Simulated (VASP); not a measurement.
The input files of a VASP run:

### INCAR
```
# general
SYSTEM =Cd
PREC   =Accurate
ENCUT  =500
LREAL  =F
LASPH  =T

# electronic loop
EDIFF  =1E-6
NELM   =100
ALGO   =Normal
LMAXMIX=4

# smearing
ISMEAR =1
SIGMA  =0.1

# functional
GGA    =PE

# ions
IBRION =2
NSW    =40
ISIF   =3
EDIFFG =-0.02
PSTRESS=450

# output
LWAVE  =F
LCHARG =F
```

POSCAR:
```
Cd
1.0
  1.3936863345  -2.4139567395   0.0000000000
  1.3936863345   2.4139567395   0.0000000000
  0.0000000000   0.0000000000   4.6998250256
Cd
2
Cartesian
  1.3936863345   0.8046538558   1.1749562564
  1.3936863345  -0.8046538558   3.5248687692
```

**KPOINTS**
```
K-points
0
G
 15 15 8
0 0 0
```

POTCAR, in this order: Cd (PBE.64 set). Program: vasp_std.

Question: Write an equivalent input for Quantum ESPRESSO's pw.x.

Answer: One equivalent input (not run):
```
&CONTROL
  calculation = 'vc-relax'
  pseudo_dir = './pseudo'
  outdir = './out'
  tprnfor = .true.
  tstress = .true.
  nstep = 40
  forc_conv_thr = 0.00078
/
&SYSTEM
  ibrav = 0
  nat = 2
  ntyp = 1
  ecutwfc = 102
  occupations = 'smearing'
  smearing = 'methfessel-paxton'
  degauss = 0.00735
  input_dft = 'pbe'
/
&ELECTRONS
  conv_thr = 7.3e-08
  electron_maxstep = 100
/
&IONS
/
&CELL
  press = 450
/
ATOMIC_SPECIES
  Cd 112.414 Cd.upf
CELL_PARAMETERS angstrom
     1.3936863   -2.4139567    0.0000000
     1.3936863    2.4139567   -0.0000000
     0.0000000   -0.0000000    4.6998250
ATOMIC_POSITIONS crystal
  Cd   0.3333330  0.6666670  0.2500000
  Cd   0.6666670  0.3333330  0.7500000
K_POINTS automatic
  15 15 8 0 0 0
```
Limits of the translation: the potentials are each code's own (VASP's PAW set, PseudoDojo norm-conserving files in pw.x), so ENCUT and ecutwfc are chosen apart and not converted; conv_thr bounds pw.x's estimated SCF error, while EDIFF bounds the energy change between steps; forc_conv_thr acts on force components and is met together with etot_conv_thr.

The compound is Cd in the hcp structure. This run relaxes it under an external pressure of 45 GPa. Symmetry was kept, so distortions that lower it aren't found.
